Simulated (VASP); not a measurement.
Level of theory: PBE GGA with D3 dispersion (zero damping), VASP's PBE PAW potentials (set 64) (plane waves; VASP 6.6.1).

The input files of a VASP run:

File POSCAR:
```
CdF2
1.0
  0.0000000000   2.7842217691   2.7842217691
  2.7842217691   0.0000000000   2.7842217691
  2.7842217691   2.7842217691   0.0000000000
Cd F
1 2
Cartesian
  0.0000000000   0.0000000000   0.0000000000
  1.3921108846   1.3921108846   1.3921108846
  4.1763326537   4.1763326537   4.1763326537
```

INCAR:
```
SYSTEM = CdF2
PREC = Accurate
SIGMA = 0.05   # width (eV)
LASPH = .TRUE.   # aspherical one-centre terms
ISIF = 2   # forces and stress, cell fixed
IVDW = 11   # D3, zero damping
ENCUT = 520
LMAXMIX = 4
EDIFF = 1E-7   # SCF stop (eV)
LREAL = .FALSE.   # projection in real space or not
GGA = PE   # PBE
ISMEAR = 0   # Gaussian
NELM = 100   # most electronic steps
LWAVE = .FALSE.
ALGO = Normal   # blocked Davidson
LCHARG = .FALSE.
```

**KPOINTS**
```
Automatic mesh
0
Gamma
7 7 7
```

POTCAR, in this order: Cd F (PBE.64 set). Program: vasp_std.

What VASP printed:

**OSZICAR**
```
       N       E                     dE             d eps       ncg     rms          rms(c)
DAV:   1     0.188014389093E+03    0.18801E+03   -0.15762E+04   720   0.152E+03
DAV:   2    -0.441327385300E+01   -0.19243E+03   -0.18748E+03   737   0.371E+02
DAV:   3    -0.127139698549E+02   -0.83007E+01   -0.82803E+01   736   0.859E+01
DAV:   4    -0.127543171659E+02   -0.40347E-01   -0.40339E-01   745   0.606E+00
DAV:   5    -0.127544706603E+02   -0.15349E-03   -0.15349E-03   735   0.346E-01    0.938E+00
DAV:   6    -0.108709762957E+02    0.18835E+01   -0.57297E+00   892   0.476E+01    0.658E+00
DAV:   7    -0.109123095295E+02   -0.41333E-01   -0.95677E-01   681   0.102E+01    0.376E+00
DAV:   8    -0.108995240873E+02    0.12785E-01   -0.20260E-01   757   0.429E+00    0.818E-01
DAV:   9    -0.108883761903E+02    0.11148E-01   -0.47844E-02   760   0.241E+00    0.118E-01
DAV:  10    -0.108888776006E+02   -0.50141E-03   -0.36587E-03   684   0.819E-01    0.137E-01
DAV:  11    -0.108889922615E+02   -0.11466E-03   -0.35967E-04   748   0.222E-01    0.622E-02
DAV:  12    -0.108890158539E+02   -0.23592E-04   -0.16815E-04   692   0.117E-01    0.153E-02
DAV:  13    -0.108890178143E+02   -0.19604E-05   -0.94223E-06   759   0.285E-02    0.900E-03
DAV:  14    -0.108890176393E+02    0.17492E-06   -0.26583E-06   702   0.237E-02    0.221E-03
DAV:  15    -0.108890177004E+02   -0.61064E-07   -0.13987E-07   574   0.493E-03
   1 F= -.11320397E+02 E0= -.11320397E+02  d E =-.251649E-13
```

### OUTCAR
```
------------------------ aborting loop because EDIFF is reached ----------------------------------------
 Edisp (eV)   -0.43138
  FORCE on cell =-STRESS in cart. coord.  units (eV):
  Direction    XX          YY          ZZ          XY          YZ          ZX
  --------------------------------------------------------------------------------------
  Total      -1.35557    -1.35557    -1.35557    -0.00000    -0.00000     0.00000
  in kB     -50.31441   -50.31441   -50.31441    -0.00000    -0.00000     0.00000
  external pressure =      -50.31 kB  Pullay stress =        0.00 kB
  volume of cell :       43.17
      direct lattice vectors                 reciprocal lattice vectors
     0.000000000  2.784221769  2.784221769    -0.179583396  0.179583396  0.179583396
     2.784221769  0.000000000  2.784221769     0.179583396 -0.179583396  0.179583396
     2.784221769  2.784221769  0.000000000     0.179583396  0.179583396 -0.179583396
 POSITION                                       TOTAL-FORCE (eV/Angst)
 -----------------------------------------------------------------------------------
      0.00000      0.00000      0.00000         0.000000      0.000000      0.000000
      1.39211      1.39211      1.39211        -0.000000     -0.000000      0.000000
      4.17633      4.17633      4.17633         0.000000      0.000000     -0.000000
 -----------------------------------------------------------------------------------
    total drift:                                0.000000     -0.000000      0.000000
  FREE ENERGIE OF THE ION-ELECTRON SYSTEM (eV)
  ---------------------------------------------------
  free  energy   TOTEN  =       -11.3203969485 eV

  energy  without entropy=      -11.3203969485  energy(sigma->0) =      -11.32039695
```
(Selected blocks of OUTCAR.)

The compound is CdF2 in the fluorite structure. This cell is one point of a volume scan, at 1.06 of the reference volume.
